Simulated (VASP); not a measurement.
```
CELL_PARAMETERS angstrom
      3.23132     0.00000     0.00000
      0.00000     3.23132     0.00000
      0.00000     0.00000     3.23132
ATOMIC_POSITIONS crystal
  Ru 0.00000 0.00000 0.00000
  Sb 0.50000 0.50000 0.50000
```

The numbers are results of PBEsol GGA, VASP's PBE PAW potentials (set 64) (plane waves; VASP 6.6.1), not measurements. Settings: 400 eV cut-off, 13×13×13 Γ-centred mesh, tetrahedra with Blöchl corrections, potentials Ru_pv Sb.

Unless said otherwise, spin-orbit coupling is left out, though it shifts the bands of the heavy elements here.

Task: Estimate the energy per atom (σ→0), band gap (on the k-mesh) with the smallest direct gap where there is one.

Result: 
The band gap (on the k-mesh) is none (metal, semimetal or under 0.01 eV) and the energy per atom (σ→0) is -7.225 eV/atom.

The absolute energy has meaning only against runs of the same code, potentials and settings.

The structure was generated: RuSb was put into the CsCl type type (Pm-3m), which need not be its known phase. It was relaxed first, which changed the volume by -34 %. The electron count is odd and the run is not spin-polarised, which forces a metal.
